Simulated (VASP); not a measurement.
A convergence study with VASP on GaAs (zinc blende): one setting is varied, all else stays as given below, so the limit is that of these other settings.

```xyz
2
Lattice="0.0000 2.8250 2.8250 2.8250 0.0000 2.8250 2.8250 2.8250 0.0000" Properties=species:S:1:pos:R:3 pbc="T T T"
Ga     0.0000     0.0000     0.0000
As     1.4125     1.4125     1.4125
```

Level of theory: PBEsol GGA, VASP's PBE PAW potentials (set 64) (plane waves; VASP 6.6.1). The tightest run used: 550 eV cut-off, 17×17×17 Γ-centred mesh, tetrahedra with Blöchl corrections, potentials Ga_d As.

Gaps are read on the run's mesh, which can miss a band edge.

The settings run are 3×3×3 mesh; 4×4×4 mesh; 5×5×5 mesh; 6×6×6 mesh; 7×7×7 mesh; 8×8×8 mesh; 9×9×9 mesh; 10×10×10 mesh; 11×11×11 mesh; 12×12×12 mesh; 13×13×13 mesh; 14×14×14 mesh; 15×15×15 mesh; 16×16×16 mesh; 17×17×17 mesh. From which on does the stress (every component) stay within 0.5 GPa of the tightest run?

From 4×4×4 mesh on: it is off by 0.26 there and by no more than 0.5 in any finer run, while 3×3×3 mesh is off by 1.22.
| setting | E (eV/atom) | pressure (GPa) | gap on the mesh (eV) | irreducible k-points | difference judged (GPa) |
|---|---|---|---|---|---|
| 3×3×3 mesh | -4.2433 | 1.71 | 0.437 | 4 | 1.22 |
| 4×4×4 mesh | -4.4526 | 0.76 | 0.456 | 8 | 0.26 |
| 5×5×5 mesh | -4.5127 | 0.53 | 0.464 | 10 | 0.03 |
| 6×6×6 mesh | -4.5328 | 0.45 | 0.467 | 16 | 0.04 |
| 7×7×7 mesh | -4.5404 | 0.46 | 0.469 | 20 | 0.04 |
| 8×8×8 mesh | -4.5435 | 0.46 | 0.470 | 29 | 0.04 |
| 9×9×9 mesh | -4.5449 | 0.48 | 0.470 | 35 | 0.02 |
| 10×10×10 mesh | -4.5455 | 0.48 | 0.471 | 47 | 0.02 |
| 11×11×11 mesh | -4.5459 | 0.49 | 0.471 | 56 | 0.01 |
| 12×12×12 mesh | -4.5460 | 0.49 | 0.471 | 72 | 0.01 |
| 13×13×13 mesh | -4.5461 | 0.49 | 0.471 | 84 | 0.00 |
| 14×14×14 mesh | -4.5462 | 0.50 | 0.471 | 104 | 0.00 |
| 15×15×15 mesh | -4.5462 | 0.50 | 0.471 | 120 | 0.00 |
| 16×16×16 mesh | -4.5462 | 0.50 | 0.471 | 145 | 0.00 |
| 17×17×17 mesh | -4.5462 | 0.50 | 0.471 | 165 | 0.00 |

Left out are rungs that failed or repeat a setting and relaxations that didn't move; long series are thinned to 24 rows.

The compound is GaAs in the zinc blende structure. The cell was not relaxed at this level.
